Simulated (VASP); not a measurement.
VASP ran on this input.

**INCAR**
```
# general
SYSTEM  = AgCl
PREC    = Accurate
ENCUT   = 400
LREAL   = F
LASPH   = T

# electronic loop
EDIFF   = 1E-7   # SCF stop (eV)
NELM    = 100   # most electronic steps
ALGO    = Normal   # blocked Davidson
LMAXMIX = 4

# smearing
ISMEAR  = -5   # tetrahedra, Bloechl

# ions
ISIF    = 2   # forces and stress, cell fixed

# output
LWAVE   = F
LCHARG  = T
LORBIT  = 11   # lm-projected
NEDOS   = 601
```

### POSCAR
```
AgCl
2.6746740
  0.0000000000   0.9999998964   0.9999998964
  0.9999998964   0.0000000000   0.9999998964
  0.9999998964   0.9999998964   0.0000000000
Ag Cl
1 1
Cart
  1.9999997927   1.9999997927   1.9999997927
  0.9999998964   0.9999998964   0.9999998964
```

KPOINTS:
```
Automatic mesh
0
Gamma
10 10 10
0 0 0
```

POTCAR, in this order: Ag Cl (LDA.64 set). Program: vasp_std.

Question: Write an equivalent input for Quantum ESPRESSO's pw.x.

Answer: One equivalent input (not run):
```
&CONTROL
  calculation = 'scf'
  pseudo_dir = './pseudo'
  outdir = './out'
  tprnfor = .true.
  tstress = .true.
/
&SYSTEM
  ibrav = 0
  nat = 2
  ntyp = 2
  ecutwfc = 86
  occupations = 'tetrahedra'
  input_dft = 'pz'
/
&ELECTRONS
  conv_thr = 7.3e-09
  electron_maxstep = 100
/
ATOMIC_SPECIES
  Ag 107.868 Ag.upf
  Cl 35.450 Cl.upf
CELL_PARAMETERS angstrom
    -0.0000000    2.6746737    2.6746737
     2.6746737    0.0000000    2.6746737
     2.6746737    2.6746737    0.0000000
ATOMIC_POSITIONS crystal
  Ag   1.0000000  1.0000000  1.0000000
  Cl   0.5000000  0.5000000  0.5000000
K_POINTS automatic
  10 10 10 0 0 0
```
What does not carry over: the potentials are each code's own (VASP's PAW set, PseudoDojo norm-conserving files in pw.x), so ENCUT and ecutwfc are chosen apart and not converted; conv_thr bounds pw.x's estimated SCF error, while EDIFF bounds the energy change between steps.

The structure comes from a computed database's AgCl entry (Fm-3m); how it stands against other phases isn't given here. It was relaxed first, which changed the volume by -10 %.
